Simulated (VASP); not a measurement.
Here is the system:

```
Pb
1.0
    0.00000     2.41681     2.41681
    2.41681     0.00000     2.41681
    2.41681     2.41681     0.00000
Pb
1
Direct
  0.00000   0.00000   0.00000
```

The numbers are results of vdW-DF-cx, VASP's PBE PAW potentials (set 64) (plane waves; VASP 6.6.1), not measurements. Run with 520 eV cut-off, 13×13×13 Γ-centred mesh, first-order Methfessel-Paxton smearing of 0.10 eV, potentials Pb_d.

Unless said otherwise, spin-orbit coupling is left out, though it shifts the bands of the heavy elements here.

Question: What does the run give for the energy per atom (σ→0), pressure, band gap (on the k-mesh) with the smallest direct gap where there is one?

Answer: 
* **band gap (on the k-mesh)**: none (metal, semimetal or under 0.01 eV)
* **energy per atom (σ→0)**: -0.524 eV/atom
* **pressure**: 3.50 GPa

Only differences to runs with the same potentials and settings are physical.

The compound is Pb in the fcc structure. This cell is one point of a volume scan, at 0.94 of the reference volume.
